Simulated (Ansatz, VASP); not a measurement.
# One calculation of Rb2NaCrP6, two programs

File INCAR:

```
SYSTEM = Rb2NaCrP6
PREC = Accurate ; ENCUT = 520
EDIFF = 1E-7 ; ISMEAR = -1
SIGMA = 0.1 ; LREAL = .False.
LASPH = .True. ; NELM = 60
ALGO = Normal ; ISIF = 2
LWAVE = .False. ; LCHARG = .False.
GGA = PE ; NBANDS = 44
```

The input KPOINTS:

```
regular mesh
0
Gamma
  7 7 7
  0 0 0
```

Contents of POSCAR:

```
Rb2NaCrP6
1.0
    0.0000000000      4.5519080000      4.5519080000
    4.5519080000      0.0000000000      4.5519080000
    4.5519080000      4.5519080000      0.0000000000
P Rb Na Cr
6 2 1 1
Direct
    0.7800000000      0.2200000000      0.2200000000
    0.2200000000      0.7800000000      0.2200000000
    0.2200000000      0.7800000000      0.7800000000
    0.7800000000      0.2200000000      0.7800000000
    0.2200000000      0.2200000000      0.7800000000
    0.7800000000      0.7800000000      0.2200000000
    0.2500000000      0.2500000000      0.2500000000
    0.7500000000      0.7500000000      0.7500000000
    0.5000000000      0.5000000000      0.5000000000
    0.0000000000      0.0000000000      0.0000000000
```

Input for Ansatz:

```yaml
crystal:
  lattice:
    - [0.0, 4.551908, 4.551908]
    - [4.551908, 0.0, 4.551908]
    - [4.551908, 4.551908, 0.0]
  atoms:
    - { symbol: P, position: [0.78, 0.22, 0.22] }
    - { symbol: P, position: [0.22, 0.78, 0.22] }
    - { symbol: P, position: [0.22, 0.78, 0.78] }
    - { symbol: P, position: [0.78, 0.22, 0.78] }
    - { symbol: P, position: [0.22, 0.22, 0.78] }
    - { symbol: P, position: [0.78, 0.78, 0.22] }
    - { symbol: Rb, position: [0.25, 0.25, 0.25] }
    - { symbol: Rb, position: [0.75, 0.75, 0.75] }
    - { symbol: Na, position: [0.5, 0.5, 0.5] }
    - { symbol: Cr, position: [0.0, 0.0, 0.0] }
  symmetry: { tolerance: 0.0003 }
kpoints:
  mp_grid: { grid: [7, 7, 7], shift: [0, 0, 0] }
  band_path:
    path:
      - [0.0, 0.0, 0.0]
      - [0.5, 0.0, 0.5]
      - [0.625, 0.25, 0.625]
      - [0.375, 0.375, 0.75]
      - [0.0, 0.0, 0.0]
      - [0.5, 0.5, 0.5]
      - [0.5, 0.25, 0.75]
      - [0.5, 0.0, 0.5]
    npoints: 8
magnetization:
  spin_polarized: false
scf:
  occupations: { method: fermi_dirac }
  lower_state_search: "off"
  max_iter: 200
hamiltonian:
  pseudopotentials: { kind: paw }
  xc: pbe
basis:
  ecutwfc: 420
  fft_grid_basis: typed
output:
  forces: true
  stress: true
  eigenvalues: true
  bader: true
  populations: true
  elf: true
  write_potential: true
  volumetric_format: npy
  dos:
    e_range: [-12, 8]
    de: 0.05
    projected: { site_lists: { Cr: [Cr], Na: [Na], P: [P], Rb: [Rb] } }
checkpoint:
  read: saved_state
```

Alike in both runs: task single point; functional PBE; k mesh 7 × 7 × 7; no spin polarisation.

|  | VASP | Ansatz |
| --- | --- | --- |
| version | VASP 6.6.1 | Ansatz 0.2.0 |
| potentials or method | VASP PAW PBE potentials, release 64 (P, Rb_sv, Na_pv, Cr_pv) | PAW plane waves |
| plane-wave cutoff (eV) | 520 | 420 |
| occupations | fermi-dirac, width 0.1 eV | fermi-dirac |
| valence electrons in the cell | 67 | 71 |

|  | VASP | Ansatz | Ansatz less VASP |
| --- | --- | --- | --- |
| pressure (GPa) | 23.1 | 23.1 | +0.01 |
| rms of the force components (eV/Å) | 1.627 | 1.646 | +0.0193 |

Atom by atom the forces differ by 0.019 eV/Å (rms over components). The two sets of potentials don't hold the same shells in valence.

Caveats: so large a pressure means that the cell lies far from this level's equilibrium, or that cutoff or potentials fall short (VASP); forces of over 1 eV/Å show positions far from the minimum, so gaps and moduli don't describe the material at rest. Spin polarisation is off, so any magnetic state and its effect on volume and gap are missing.
